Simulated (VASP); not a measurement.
# Al2Au (Fm-3m) under biaxial strain in the (001) plane

Wanted: the elastic response of Al2Au to biaxial strain in the (001) plane, with a fit that predicts a row left out.

Calculated with VASP 6.6.1; PBEsol; plane waves and PAW (Au, Al); cell typed or built by script, in the first sound run; inputs show where later runs differ.

Report form: the programs' logs are mostly left out.

### Step 1. The starting structure

The structure is cubic, space group Fm-3m (No. 225). The conventional cell has a = 6.000 Å, b = 6.000 Å, c = 6.000 Å, α = 90.00°, β = 90.00°, γ = 90.00°. Au has 8 Al at 2.60 Å nearest. Al has 4 Au at 2.60 Å nearest. Farther neighbours are not listed.

Structure file:

```cif
data_structure
_symmetry_space_group_name_H-M 'P 1'
_symmetry_Int_Tables_number 1
_cell_length_a 4.2426
_cell_length_b 4.2426
_cell_length_c 4.2426
_cell_angle_alpha 60.000
_cell_angle_beta 60.000
_cell_angle_gamma 60.000
_cell_volume 54.00
loop_
_atom_site_label
_atom_site_type_symbol
_atom_site_fract_x
_atom_site_fract_y
_atom_site_fract_z
_atom_site_occupancy
Au1 Au 0.00000 0.00000 0.00000 1
Al2 Al 0.25000 0.25000 0.25000 1
Al3 Al 0.75000 0.75000 0.75000 1
```

### Step 2. Relax the crystal, PBEsol

The series starts from the cell that this level prefers, so that zero strain is near zero stress.

Level: PBEsol; plane waves and PAW (Au, Al); cell typed or built by script.

INCAR

```
SYSTEM = Al2Au
PREC = Accurate
ENCUT = 450
EDIFF = 1E-07
NELM = 120
ISMEAR = 1
SIGMA = 0.15
LREAL = .FALSE.
ALGO = Normal
GGA = PS
NBANDS = 14
LASPH = .TRUE.
LORBIT = 11
LWAVE = .FALSE.
LCHARG = .FALSE.
KPAR = 8
IBRION = 2
NSW = 40
ISIF = 3
EDIFFG = -0.005
POTIM = 0.4
```

POSCAR

```
Al2Au
1.0
    0.0000000000      3.0000000000      3.0000000000
    3.0000000000      0.0000000000      3.0000000000
    3.0000000000      3.0000000000      0.0000000000
Au Al
1 2
Direct
    0.0000000000      0.0000000000      0.0000000000
    0.2500000000      0.2500000000      0.2500000000
    0.7500000000      0.7500000000      0.7500000000
```

KPOINTS

```
Automatic mesh
0
Gamma
14 14 14
0 0 0
```

PAW data sets: Au and Al (PBE family, release 64).

Command:

```
$ mpirun -np 8 vasp_std
```

Wall time 29 s (8 MPI ranks of Intel Xeon Platinum 8488C (Sapphire Rapids), shared host); peak memory 1.8 GiB.

This run gave:

```
energy(sigma→0) of the program : -13.4753 eV
stress, compression positive   : xx, yy, zz -0.01, -0.01, -0.01 GPa
volume                         : 54.019 Å³
ionic steps                    : 3
```

### Step 3. Strain along the normal, PBEsol

One member in full: the plane is strained by -1.5 %, and the strain along the normal is moved by secant steps until the normal stress is under 0.012 GPa or five steps are spent; the atoms relax at each step.

This step took 4 runs, each at a new trial strain with the atoms of the one before; the last is shown.

Level: PBEsol; plane waves and PAW (Au, Al); cell typed or built by script.

Edit INCAR of step 2 so:

```diff
@@ -15,7 +15,7 @@
 LCHARG = .FALSE.
-KPAR = 8
-IBRION = 2
-NSW = 40
-ISIF = 3
-EDIFFG = -0.005
-POTIM = 0.4
+KPAR = 2
+IBRION = 1
+NSW = 25
+ISIF = 2
+EDIFFG = -0.004
+POTIM = 0.3
```

POSCAR

```
Al2Au
1.0
    0.0000000000      2.9553450550      3.0610757420
    2.9553450550      0.0000000000      3.0610757420
    2.9553450550      2.9553450550      0.0000000000
Au Al
1 2
Direct
    0.0000000000      0.0000000000      0.0000000000
    0.2500000000      0.2500000000      0.2500000000
    0.7500000000      0.7500000000      0.7500000000
```

KPOINTS is that of step 2.

Command:

```
$ mpirun -np 2 vasp_std
```

Wall time 85 s (2 MPI ranks); peak memory 0.55 GiB.

This run gave:

```
energy(sigma→0) of the program : -13.4661 eV
stress, compression positive   : xx, yy, zz 1.80, 1.80, 0.00 GPa
ionic steps                    : 1
```

### Step 4. The whole series

The other members went through these steps as far as the tables show, with the same cutoff and, step by step, the same mesh; 28 runs are not shown. The session took 1.5 core hours (wall time by ranks) on a shared machine.

```tsv
in-plane strain (%)	strain along the normal (%)	in-plane stress, tension positive (GPa)	energy above the unstrained row, extrapolated to no smearing (meV/atom)
-2.000	2.722	-2.390	5.429
-1.500	2.024	-1.797	3.049
-1.000	1.343	-1.198	1.343
-0.500	0.676	-0.597	0.335
0	0.007	-0.013	0.000
0.500	-0.628	0.605	0.322
1.000	-1.233	?	?
1.500	-1.801	1.952	3.170
2.000	-2.330	2.668	5.770
```

### Step 5. A fit to the known rows

Fitting a parabola to the 8 known rows (e: strain in %) gives stress = 0.03574 e² + 1.255 e − 0.002036 in GPa; the residuals are 0.019 GPa r.m.s.

For the withheld row, e = 1, the fit gives 1.289 GPa.

### Step 6. The withheld row

The calculation gives 1.262 GPa, so the prediction is 0.027 GPa too high, within twice the residual of the fit.

Slopes at zero strain, from cubics through all rows: strain ratio -1.296, stress over strain 122 GPa.

### Step 7. What came out

* error of the predicted stress: 0.027 GPa
* ratio of normal to in-plane strain: -1.296
* biaxial modulus: 122 GPa

What this shows: As a check, the curvature of the energy gives 121 GPa for the same modulus (energy per volume = M × strain²), 1 % from the slope of the stress. These are static values: temperature and zero-point motion are left out. In a metal the slopes also depend on mesh and smearing, which were held through the series.

[Lines on the potential files, build, host, timing and source positions are cut from VASP's logs without a mark.]

[Logs are printed without paths, hosts, clocks, repeated set-up lines and the standing remarks that a program may print on its own settings, such as how far it seeks lower states.]

[Hosts, paths, dates, database ids (printed as entryN), source tags and the programs' standing remarks are cut or masked in the printed files.]

[In band tables of VASP the shares of atoms and orbitals are scaled to a sum of 1 inside the atoms' spheres.]
